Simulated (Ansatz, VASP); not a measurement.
# Cross-check of Cu (Cu wire along [111], 19 atoms a period) between VASP and Ansatz

Wanted: the spread between two codes on one cell, functional and k mesh. Of the first pair: The structure shown is the start of the Ansatz relaxation below; VASP solves that cell, so the two are compared at the walk's first step.

Program: Ansatz 0.2.0. Level of theory: plane waves, with VASP 6.6.1 beside it; single point at PBE. Results are calculated unless marked as measured.

### Step 1. The structure

The cell holds 19 atoms: 19 Cu. Cell: a = 11.934 Å, b = 12.728 Å, c = 6.287 Å, α = 90.0°, β = 90.0°, γ = 90.0°. Vacuum lies along a and b. The structure's axis is c.

### Step 2. Ansatz: relaxation, PBE

Ansatz runs on its PAW soft_1 files.

The two programs are compared at the cell with which this relaxation starts, whose forces are those of its first step.

The input, input.yaml:

```yaml
crystal:
  lattice:
    - [11.934, 0.0, 0.0]
    - [0.0, 12.728, 0.0]
    - [0.0, 0.0, 6.2873444315]
  atoms:
    - { symbol: Cu, position: [0.284900285, 0.499990775, 0.0] }
    - { symbol: Cu, position: [0.392441663, 0.674638162, 0.0] }
    - { symbol: Cu, position: [0.499983041, 0.499990775, 0.0] }
    - { symbol: Cu, position: [0.60752442, 0.674638162, 0.0] }
    - { symbol: Cu, position: [0.284900285, 0.616422367, 0.333333333] }
    - { symbol: Cu, position: [0.392441663, 0.44177498, 0.333333333] }
    - { symbol: Cu, position: [0.499983041, 0.616422367, 0.333333333] }
    - { symbol: Cu, position: [0.499983041, 0.267127593, 0.333333333] }
    - { symbol: Cu, position: [0.60752442, 0.44177498, 0.333333333] }
    - { symbol: Cu, position: [0.715065798, 0.616422367, 0.333333333] }
    - { symbol: Cu, position: [0.284900285, 0.383559184, 0.666666667] }
    - { symbol: Cu, position: [0.392441663, 0.558206571, 0.666666667] }
    - { symbol: Cu, position: [0.499983041, 0.383559184, 0.666666667] }
    - { symbol: Cu, position: [0.499983041, 0.732853958, 0.666666667] }
    - { symbol: Cu, position: [0.60752442, 0.558206571, 0.666666667] }
    - { symbol: Cu, position: [0.715065798, 0.383559184, 0.666666667] }
    - { symbol: Cu, position: [0.392441663, 0.325343388, 0.0] }
    - { symbol: Cu, position: [0.60752442, 0.325343388, 0.0] }
    - { symbol: Cu, position: [0.715065798, 0.499990775, 0.0] }
kpoints:
  mp_grid: { grid: [1, 1, 13] }
scf:
  occupations: { method: fermi_dirac, width: 0.05 }
hamiltonian:
  xc: pbe
  pseudopotentials: { kind: paw, azcp: { folder: soft_1 } }
relax:
  cell: { fix: [a, b, alpha, beta, gamma] }
  max_steps: 45
  f_tol: 0.03
```

Started as:

```sh
> ansatz run input.yaml --threads 4 --pin off --max-ram 16384MiB --backend cpu --events-out ev --progress --plain --runs-dir out
```

Numbers of over 12 decimals in the logs are rounded to 6 here.

Log:

```text
Engine: ansatz 0.2.0, aarch64-unknown-linux-gnu
Pseudopotentials: kind: paw
Pseudopotential: Cu, paw, valence charge 19, recommended cutoff 420 eV (normal), soft_1/Cu.paw.azcp
Functional definition: PBE
  parameter kappa = 0.804
  parameter beta = 0.066725
  exchange = pbe_x(kappa = kappa, mu = beta*pi^2/3)
  correlation = pbe_c(beta = beta)
Crystal: 19 atoms, lattice volume = 955.022 Å³
Basis set: ecut = 420 eV, 18629 PW (Γ), exchange–correlation on 160×180×90 points (8 copies of the dense FFT grid, shifted against one another)
Bands: 217, of which v1, the nominal top of the filled ones, is band 181 counted from 1 (180 counted from 0)
Symmetry: 4 space group operations
Space group: P2/m (ITA 10), of the structure as read, at distance tolerance 9.8e-5 Å
k-points: 7 of 13
Non-local potential: Cu, projectors of the file, l = 0: 3, l = 1: 2, l = 2: 3, l = 3: 1
PAW form: soft (Blöchl's): semilocal exchange-correlation on the pseudo side does not see the compensation charge
PAW one-centre angular grid: Cu, 590 points (default); XC on 64 Gauss nodes
Initial density: superposition of atomic densities (neutral atoms: chi_scale 0, normalization atom)
Initial wavefunctions: pseudopotential atomic-orbital guess
Functional: x = pbe(κ = 0.804, μ = 0.219515), c = pbe(β = 0.066725)
SCF iter   1: F=—  HF=-125875.418021 eV  |F-HF|=—  |Δ(HF+E_count)|=         —  Δρ=9.99e-2  dr2=6.20e1  ethr=3.10e-3  ⟨swp⟩=7.3  Hψ=6432  notcnv=0  defer=59
preconditioner: auto → LDOS  [metal: Δε(μ)=0.044 eV  Ē_g=5.865 eV  σ=0.050 eV  W_gap=0.22  n_scr=208 (ndim 8)  ℏωp=17.4 eV  f_vac=0.652  D(μ)=8.62/eV (n_scr^D=38)  β→1.0]
SCF iter   2: F=—  HF=-125935.381111 eV  |F-HF|=—  |Δ(HF+E_count)|=    6.00e1  Δρ=2.00e-1  dr2=2.17e2  ethr=3.10e-3  ⟨swp⟩=4.0  Hψ=4511  notcnv=0  defer=158  recentre
SCF iter   3: F=—  HF=-125864.941785 eV  |F-HF|=—  |Δ(HF+E_count)|=    7.04e1  Δρ=3.11e-2  dr2=6.02e0  ethr=3.10e-3  ⟨swp⟩=4.0  Hψ=3972  notcnv=0  defer=175
SCF iter   4: F=—  HF=-125863.994479 eV  |F-HF|=—  |Δ(HF+E_count)|=   9.47e-1  Δρ=1.01e-2  dr2=6.06e-1  ethr=1.67e-3  ⟨swp⟩=2.3  Hψ=2673  notcnv=0  defer=167
SCF iter   5: F=—  HF=-125863.901692 eV  |F-HF|=—  |Δ(HF+E_count)|=   9.28e-2  Δρ=2.51e-3  dr2=3.22e-2  ethr=1.68e-4  ⟨swp⟩=2.0  Hψ=2527  notcnv=0  defer=170
SCF iter   6: F=—  HF=-125863.925662 eV  |F-HF|=—  |Δ(HF+E_count)|=   2.40e-2  Δρ=1.46e-3  dr2=1.58e-2  ethr=8.91e-6  ⟨swp⟩=2.0  Hψ=2656  notcnv=0  defer=170
SCF iter   7: F=—  HF=-125863.933264 eV  |F-HF|=—  |Δ(HF+E_count)|=   7.60e-3  Δρ=6.74e-4  dr2=2.99e-3  ethr=4.37e-6  ⟨swp⟩=2.0  Hψ=2688  notcnv=0  defer=170
SCF iter   8: F=—  HF=-125863.933656 eV  |F-HF|=—  |Δ(HF+E_count)|=   3.92e-4  Δρ=1.73e-4  dr2=2.35e-4  ethr=8.28e-7  ⟨swp⟩=2.0  Hψ=2644  notcnv=0  defer=170
SCF iter   9: F=—  HF=-125863.933746 eV  |F-HF|=—  |Δ(HF+E_count)|=   9.05e-5  Δρ=1.28e-4  dr2=1.07e-4  ethr=6.52e-8  ⟨swp⟩=2.0  Hψ=2083  notcnv=0  defer=170
SCF iter  10: F=—  HF=-125863.933757 eV  |F-HF|=—  |Δ(HF+E_count)|=   1.09e-5  Δρ=4.53e-5  dr2=1.46e-5  ethr=2.97e-8  ⟨swp⟩=2.0  Hψ=2040  notcnv=0  defer=170
SCF iter  11: F=—  HF=-125863.933747 eV  |F-HF|=—  |Δ(HF+E_count)|=   9.92e-6  Δρ=1.67e-5  dr2=1.81e-6  ethr=4.03e-9  ⟨swp⟩=2.0  Hψ=2130  notcnv=0  defer=170
SCF iter  12: F=—  HF=-125863.933748 eV  |F-HF|=—  |Δ(HF+E_count)|=   1.52e-6  Δρ=9.84e-6  dr2=5.59e-7  ethr=5.00e-10  ⟨swp⟩=2.0  Hψ=2081  notcnv=0  defer=170
SCF iter  13: F=—  HF=-125863.933749 eV  |F-HF|=—  |Δ(HF+E_count)|=   1.03e-7  Δρ=8.27e-6  dr2=3.99e-7  ethr=1.55e-10  ⟨swp⟩=2.0  Hψ=2614  notcnv=0  defer=170
SCF iter  14: F=-125863.933749 eV  HF=-125863.933749 eV  |F-HF|=2.44e-8  |Δ(HF+E_count)|=   3.62e-8  Δρ=2.59e-6  dr2=4.12e-8  ethr=2.77e-11  ⟨swp⟩=3.0  Hψ=5590  notcnv=0
SCF 1 converged in 14 iterations: F = -125863.933749 eV  dr2 = 4.12e-8
  greatest PAW one-centre occupation: 1.000 electrons in one spin orbital (limit 2), on the Cu atom at site 15 (counted from 0), in its partial waves of l = 0
relax step   1: F+E_penalty+E_count = -125863.93374852 eV  Δ(F+E_penalty+E_count) = +0.000e0 eV  max|allowed force component| = 8.495e-1 eV/Å  Δτ_max = 0.0000 Å  P = -2.067 GPa  Ω = 955.022 Å³  fix = [a, b, alpha, beta, gamma]  reactions: a -1.713, b -1.683 GPa; alpha +0.000 GPa/rad  (14 SCF iters, dr2 threshold 1.00e-7 eV, accepted)
[...]
relax step   5: F+E_penalty+E_count = -125864.76214971 eV  Δ(F+E_penalty+E_count) = -1.957e-2 eV  max|allowed force component| = 3.470e-3 eV/Å  Δτ_max = 0.0214 Å  P = -0.032 GPa  Ω = 920.943 Å³  energy of the carried Pulay correction = +7.456e-3 eV  fix = [a, b, alpha, beta, gamma]  reactions: a -0.072, b -0.034 GPa; alpha +0.004 GPa/rad  (14 SCF iters, accepted)
[...]
relax step   6: F+E_penalty+E_count = -125864.75359940 eV  Δ(F+E_penalty+E_count) = +8.550e-3 eV  max|allowed force component| = 3.461e-3 eV/Å  Δτ_max = 0.0000 Å  P = -0.028 GPa  Ω = 920.943 Å³  fix = [a, b, alpha, beta, gamma]  reactions: a -0.069, b -0.031 GPa; alpha +0.004 GPa/rad  stress off target by 1.72e-2 GPa on what of the cell is left free  SCF on the basis re-selected at this cell (its energy is not comparable with the rows above)  (11 SCF iters)
basis re-selected at this cell: Δ(F+E_penalty+E_count) = +8.550e-3 eV, ΔP = +0.004 GPa vs the last step (what re-selecting the basis moved, of the pressure what is left beyond the Pulay correction that the steps carried, after the strain that the cell walked since its last selection, with what the two solves' SCF thresholds leave and, on support functions, any second-order correction that the steps lacked; it is no m [...]
SCF converged after 11 iterations
Free energy (F): -125864.753599 eV
Harris-Foulkes:  -125864.753599 eV  (|F-HF|=7.28e-11)
Internal energy: -125864.695959 eV  (E = F + TS)
E sigma→0 (E₀):  -125864.724779 eV
Entropy (-TS):   -0.057641 eV (-3.034 meV/atom)
Fermi energy:    0.712213 eV
--- Per-component energies (eV) ---
  E_band       = -12461.455246
  E_kinetic    = 4969.310545
  E_local      = -320819.613466  (includes V_loc(G=0)·N_el)
  E_nonlocal   = 17008.959280
  E_hartree    = 151142.114031
  E_xc         = -1283.711923
  E_vxc        = -1654.933671  (∫ρ·V_xc dr)
  E_paw        = -34571.375407  (= ΣΔE_a)
  E_vpaw       = -14249.424661  (= ΣTr[D̂ρ^β])
  E_aug_tail   = 0.018927  (compensation charges beyond the density's cutoff)
  E_ewald      = 57689.602054
  E_smearing   = -0.057641  (= −TS)
  E_closure    = -0.000000  (closes the sum)
  Σ components = -125864.753599   (vs F -125864.753599, Δ=0.00e0)
--- Forces (eV/Å), atoms counted from 1 ---
  atom   1  Cu    -0.00138108     0.00000000    -0.00000000
  atom   2  Cu    -0.00175007     0.00333358     0.00010146
  atom   3  Cu     0.00000000     0.00000000     0.00000000
  atom   4  Cu     0.00175007     0.00333358     0.00010146
  atom   5  Cu     0.00045093    -0.00078529    -0.00097650
  atom   6  Cu    -0.00346145     0.00017063     0.00328048
  atom   7  Cu    -0.00000000     0.00210707    -0.00211788
  atom   8  Cu    -0.00000000     0.00311737    -0.00156788
  atom   9  Cu     0.00346145     0.00017063     0.00328048
  atom  10  Cu    -0.00045093    -0.00078529    -0.00097650
  atom  11  Cu     0.00045093     0.00078529     0.00097650
  atom  12  Cu    -0.00346145    -0.00017063    -0.00328048
  atom  13  Cu     0.00000000    -0.00210707     0.00211788
  atom  14  Cu     0.00000000    -0.00311737     0.00156788
  atom  15  Cu     0.00346145    -0.00017063    -0.00328048
  atom  16  Cu    -0.00045093     0.00078529     0.00097650
  atom  17  Cu    -0.00175007    -0.00333358    -0.00010146
  atom  18  Cu     0.00175007    -0.00333358    -0.00010146
  atom  19  Cu     0.00138108    -0.00000000     0.00000000
  max |Σ_I F_I| component: 4.34e-19 eV/Å
--- Stress (GPa, compression-positive) ---
       -0.068838       0.000000       0.000000
        0.000000      -0.031275      -0.003717
        0.000000      -0.003717       0.017237
  P = ⅓ Tr σ = -0.0276 GPa (-0.276 kbar)
--- Relaxed structure (5 steps of the walk, 4 accepted, 1 SCFs on fresh bases) ---
  F+E_penalty+E_count = -125864.75359940 eV   max|allowed force component| = 3.461e-3 eV/Å   (the final SCF, on the basis selected at the relaxed cell)
  cell:  # Å, volume = 920.9426 Å³
    - [11.934, 0, 0]
    - [0, 12.728, 0]
    - [0, 0, 6.062983]
  atoms:
    - { symbol: Cu, position: [0.288968, 0.5, 0] }
    - { symbol: Cu, position: [0.394616, 0.671028, 0.000553366] }
    - { symbol: Cu, position: [0.499983, 0.5, 0] }
    - { symbol: Cu, position: [0.605350, 0.671028, 0.000553366] }
    - { symbol: Cu, position: [0.294449, 0.610873, 0.330477] }
    - { symbol: Cu, position: [0.389211, 0.439951, 0.334190] }
    - { symbol: Cu, position: [0.499983, 0.620042, 0.334993] }
    - { symbol: Cu, position: [0.499983, 0.277544, 0.329549] }
    - { symbol: Cu, position: [0.610755, 0.439951, 0.334190] }
    - { symbol: Cu, position: [0.705517, 0.610873, 0.330477] }
    - { symbol: Cu, position: [0.294449, 0.389127, 0.669523] }
    - { symbol: Cu, position: [0.389211, 0.560049, 0.665810] }
    - { symbol: Cu, position: [0.499983, 0.379958, 0.665007] }
    - { symbol: Cu, position: [0.499983, 0.722456, 0.670451] }
    - { symbol: Cu, position: [0.610755, 0.560049, 0.665810] }
    - { symbol: Cu, position: [0.705517, 0.389127, 0.669523] }
    - { symbol: Cu, position: [0.394616, 0.328972, -0.000553366] }
    - { symbol: Cu, position: [0.605350, 0.328972, -0.000553366] }
    - { symbol: Cu, position: [0.710998, 0.5, 0] }
```

In the SCF lines HF is the Harris–Foulkes energy and dr2 the Hartree energy of the density residual, in eV; the loop may stop once dr2 is under the threshold and the program's other checks hold. Hψ counts applications of the Hamiltonian.

(Continued in part 2 of 3.)

[Lines on the potential files, build, host, timing and source positions are cut from VASP's logs without a mark.]

[Logs are printed without paths, hosts, clocks, repeated set-up lines and the standing remarks that a program may print on its own settings, such as how far it seeks lower states.]

[Hosts, paths, dates, database ids (printed as entryN), source tags and the programs' standing remarks are cut or masked in the printed files.]
